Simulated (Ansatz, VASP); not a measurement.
## Two plane-wave programs on LiGa3

Contents of INCAR:

```
SYSTEM = LiGa3
  PREC = Accurate
  ENCUT = 520
  EDIFF = 1E-6
  ISMEAR = -1
  SIGMA = 0.15
  LREAL = .False.
  LASPH = .True.
  NELM = 100
  ALGO = Fast
  ISIF = 2
  LWAVE = .False.
  LCHARG = .True.
  GGA = CA
  LELF = .True.
  LVHAR = .True.
  NBANDS = 29
```

Contents of KPOINTS:

```
regular mesh
0
Gamma
  5 5 5
  0 0 0
```

Contents of POSCAR:

```
LiGa3
1.0
    4.0715480000      0.0000000000      0.0000000000
    0.0000000000      4.0715480000      0.0000000000
    0.0000000000      0.0000000000      4.0715480000
Li Ga
1 3
Direct
    0.0000000000      0.0024560683      0.0000000000
    0.5000000000      0.0000000000      0.5000000000
    0.0000000000      0.5000000000      0.5000000000
    0.5000000000      0.5000000000      0.0000000000
```

Input for Ansatz:

```yaml
crystal:
  lattice:
    - [4.071548, 0.0, 0.0]
    - [0.0, 4.071548, 0.0]
    - [0.0, 0.0, 4.071548]
  atoms:
    - { symbol: Li, position: [0.0, 0.002456068306206877, 0.0] }
    - { symbol: Ga, position: [0.5, 0.0, 0.5] }
    - { symbol: Ga, position: [0.0, 0.5, 0.5] }
    - { symbol: Ga, position: [0.5, 0.5, 0.0] }
basis:
  ecutwfc: 571.4391111657479
kpoints:
  mp_grid:
    grid: [5, 5, 5]
    shift: [0.0, 0.0, 0.0]
hamiltonian:
  xc: lda
  pseudopotentials:
    kind: paw
scf:
  occupations:
    method: fermi_dirac
    width: 0.15
output:
  forces: true
```

The cell comes from a database or a generator and needn't be the stable form of this composition.

Alike in both runs: task single point; functional LDA; k mesh 5 × 5 × 5; occupations fermi-dirac, width 0.15 eV; no spin polarisation.

```csv
,VASP,Ansatz
version,VASP 6.6.1,Ansatz 0.2.0
potentials or method,"VASP PAW LDA potentials, release 64 (Li_sv, Ga_d)","plane waves, PAW"
plane-wave cutoff (eV),520,571
valence electrons in the cell,42,42
```

|  | VASP | Ansatz | Ansatz less VASP |
| --- | --- | --- | --- |
| rms of the force components (eV/Å) | 0.007 | 0.007 | 0.0000 |

Atom by atom the forces differ by 0.000 eV/Å (rms over components).
